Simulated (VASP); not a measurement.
All values below come from LDA (Ceperley-Alder, Perdew-Zunger), VASP's LDA PAW potentials (set 64) (plane waves; VASP 6.6.1).

The input files of a VASP run:

**INCAR**
```
! general
SYSTEM =Mg2TeS
PREC   =Accurate
ENCUT  =400
LREAL  =.FALSE.
LASPH  =.TRUE.
ICHARG =11

! electronic loop
EDIFF  =1E-7
NELM   =100
ALGO   =Normal
LMAXMIX=4

! smearing
ISMEAR =0
SIGMA  =0.05

! output
LWAVE  =.FALSE.
LCHARG =.FALSE.
LORBIT =11
```

### POSCAR
```
Mg2TeS
7.3451490
  0.2865750932   0.1654542022   0.9436628891
 -0.2865750932   0.1654542022   0.9436628891
  0.0000000000  -0.3309084043   0.9436628891
Mg Te S
2 1 1
Direct
  0.9904045763   0.9904045763   0.9904045763
  0.5104426391   0.5104426391   0.5104426391
  0.1224473454   0.1224473454   0.1224473454
  0.6266784392   0.6266784392   0.6266784392
```

**KPOINTS**
```
k-points along high-symmetry lines
12
Line-mode
Reciprocal
  0.000000   0.000000   0.000000 ! GAMMA
  0.500000   0.500000   0.500000 ! T

  0.500000   0.500000   0.500000 ! T
  0.812758   0.187242   0.500000 ! H_2

  0.500000  -0.187242   0.187242 ! H_0
  0.500000   0.000000   0.000000 ! L

  0.500000   0.000000   0.000000 ! L
  0.000000   0.000000   0.000000 ! GAMMA

  0.000000   0.000000   0.000000 ! GAMMA
  0.343621  -0.343621   0.000000 ! S_0

  0.656379   0.000000   0.343621 ! S_2
  0.500000   0.000000   0.500000 ! F

  0.500000   0.000000   0.500000 ! F
  0.000000   0.000000   0.000000 ! GAMMA
```

POTCAR, in this order: Mg Te S (LDA.64 set). Program: vasp_std. Read from the step before: CHGCAR.

The resulting files:

OSZICAR:
```
       N       E                     dE             d eps       ncg     rms          rms(c)
DAV:   1     0.528451880264E+02    0.52845E+02   -0.50203E+03  2016   0.829E+02
DAV:   2    -0.100227199724E+02   -0.62868E+02   -0.58204E+02  2924   0.138E+02
DAV:   3    -0.146909944169E+02   -0.46683E+01   -0.46361E+01  2552   0.427E+01
DAV:   4    -0.147657785492E+02   -0.74784E-01   -0.74731E-01  2608   0.669E+00
DAV:   5    -0.147671657374E+02   -0.13872E-02   -0.13870E-02  2572   0.873E-01
DAV:   6    -0.147672196800E+02   -0.53943E-04   -0.53940E-04  2844   0.162E-01
DAV:   7    -0.147672211712E+02   -0.14912E-05   -0.14912E-05  2564   0.223E-02
DAV:   8    -0.147672212506E+02   -0.79452E-07   -0.79433E-07  2284   0.456E-03
   1 F= -.14767221E+02 E0= -.14767221E+02  d E =-.144008E-13
```

OUTCAR:
```
 val. band max:        2.6926173922   @ k =   0.0000   0.0000   0.0000

 cond. band min:       4.0813943135   @ k =   0.0000   0.0000   0.0000



 k-point     1 :       0.0000    0.0000    0.0000
  band No.  band energies     occupation
      1      -9.7476      2.00000
      2      -7.8722      2.00000
      3      -1.7088      2.00000
      4       0.6182      2.00000
      5       0.6182      2.00000
      6       1.6602      2.00000
      7       2.6926      2.00000
      8       2.6926      2.00000
      9       4.0814      0.00000
     10       6.4394      0.00000
     11       8.1100      0.00000
     12       8.1104      0.00000

 k-point     2 :       0.0455    0.0455    0.0455
  band No.  band energies     occupation
      1      -9.7468      2.00000
      2      -7.8743      2.00000
      3      -1.6964      2.00000
      4       0.6184      2.00000
      5       0.6184      2.00000
      6       1.6252      2.00000
      7       2.6917      2.00000
      8       2.6917      2.00000
      9       4.1131      0.00000
     10       6.4442      0.00000
     11       8.1155      0.00000
     12       8.1157      0.00000

 k-point     3 :       0.0909    0.0909    0.0909
  band No.  band energies     occupation
      1      -9.7445      2.00000
      2      -7.8805      2.00000
      3      -1.6596      2.00000
      4       0.6189      2.00000
      5       0.6189      2.00000
      6       1.5258      2.00000
      7       2.6891      2.00000
      8       2.6891      2.00000
      9       4.2019      0.00000
     10       6.4584      0.00000
     11       8.1317      0.00000
     12       8.1442      0.00000

 k-point     4 :       0.1364    0.1364    0.1364
  band No.  band energies     occupation
      1      -9.7408      2.00000
      2      -7.8903      2.00000
      3      -1.5988      2.00000
      4       0.6198      2.00000
      5       0.6198      2.00000
      6       1.3760      2.00000
      7       2.6849      2.00000
...
```

The density is held fixed in this step, so its total energy and stress have no physical meaning. Unless said otherwise, spin-orbit coupling is left out, though it shifts the bands of the heavy elements here.

The structure comes from a computed database's Mg2TeS entry (R3m); how it stands against other phases isn't given here. It was relaxed first, which changed the volume by -7 %.
